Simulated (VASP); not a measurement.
Data:

```yaml
crystal:
  lattice:
    - [2.83679, 0.00000, 0.00000]
    - [0.00000, 2.83679, 0.00000]
    - [0.00000, 0.00000, 2.78117]
  atoms:
    - { symbol: Pt, position: [0.00000, 0.00000, 0.00000] }
    - { symbol: B, position: [0.50000, 0.50000, 0.50000] }
```

Level of theory: PBEsol GGA, VASP's PBE PAW potentials (set 64) (plane waves; VASP 6.6.1). Numerical set-up: 600 eV cut-off, 12×12×12 Γ-centred mesh, first-order Methfessel-Paxton smearing of 0.10 eV, potentials Pt B.

Question: Give the stress tensor in GPa (positive for a compressed cell).

Answer: 
```
-10.69    0.00    0.00
  0.00  -10.69    0.00
  0.00    0.00   -9.88
```
The pressure is its mean diagonal, -10.42 GPa.

The structure was generated: BPt was put into the CsCl type (Pm-3m), which need not be its known phase. This cell was strained or had an atom moved on purpose. The electron count is odd and the run is not spin-polarised, which forces a metal.
